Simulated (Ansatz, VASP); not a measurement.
## PIr: VASP beside Ansatz

```
CELL_PARAMETERS angstrom
0.00000 2.58565 2.58565
2.58565 0.00000 2.58565
2.58565 2.58565 0.00000
ATOMIC_POSITIONS crystal
Ir 0.00000 0.00000 0.00000
P 0.25000 0.25000 0.25000
```

Alike in both runs: functional LDA; k mesh 12 × 12 × 12; occupations fermi-dirac, width 0.05 eV; no spin polarisation.

Ansatz relaxed the structure, and its values are those at the end. VASP's run is a single point on that final structure, the one shown.

|  | VASP | Ansatz |
| --- | --- | --- |
| version | VASP 6.6.1 | Ansatz 0.2.0 |
| potentials or method | VASP PAW LDA potentials, release 64 (Ir, P) | PAW with Ansatz's default frozen-core files, scalar-relativistic |
| plane-wave cutoff (eV) | 520 | 420 |
| valence electrons in the cell | 14 | 22 |

Ansatz gave:

* pressure (GPa): 0.0

Task: Which values does VASP return?

Result: Pressure (GPa): 1.1.

The two sets of potentials don't hold the same shells in valence.

Spin-orbit coupling is left out, which matters for the levels of Ir.
